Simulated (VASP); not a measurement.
```
AlCo
1.0
    2.86000     0.00000     0.00000
    0.00000     2.86000     0.00000
    0.00000     0.00000     2.86000
Al Co
1 1
Direct
  0.50000   0.50000   0.50000
  0.00000   0.00000   0.00000
```

Method: SCAN meta-GGA, VASP's PBE PAW potentials (set 64) (plane waves; VASP). Run with 520 eV cut-off, 11×11×11 Γ-centred mesh, first-order Methfessel-Paxton smearing of 0.10 eV, potentials Al Co.

Energy and stress use the plane-wave basis of the starting cell.

### Question
The ions, cell shape and volume are relaxed. Which structure does the run end with?

### Answer

```
AlCo
1.0
    2.81017     0.00000     0.00000
    0.00000     2.81017     0.00000
    0.00000     0.00000     2.81017
Al Co
1 1
Direct
  0.50000   0.50000   0.50000
  0.00000   0.00000   0.00000
```
Space group Pm-3m (221), at a tolerance of 0.03 Å.

### Question
How do energy and volume change from the first to the last step?

### Answer
The energy (σ→0) changes by -20.5 meV/atom and the volume by -5.1 %, in 4 ionic steps.

```
step  E(σ→0) (eV)  max force (eV/Å)  pressure (GPa)  volume (Å³)
----  -----------  ----------------  --------------  -----------
1        -26.2753             0.000           -9.74        23.39
2        -26.2786             0.000           12.06        21.07
3        -26.3163             0.000            0.44        22.14
4        -26.3163             0.000            0.01        22.19
```

The compound is CoAl in the CsCl type structure. This run relaxes it. Symmetry was kept, so distortions that lower it aren't found. The run is not spin-polarised, so no magnetic state was tried.
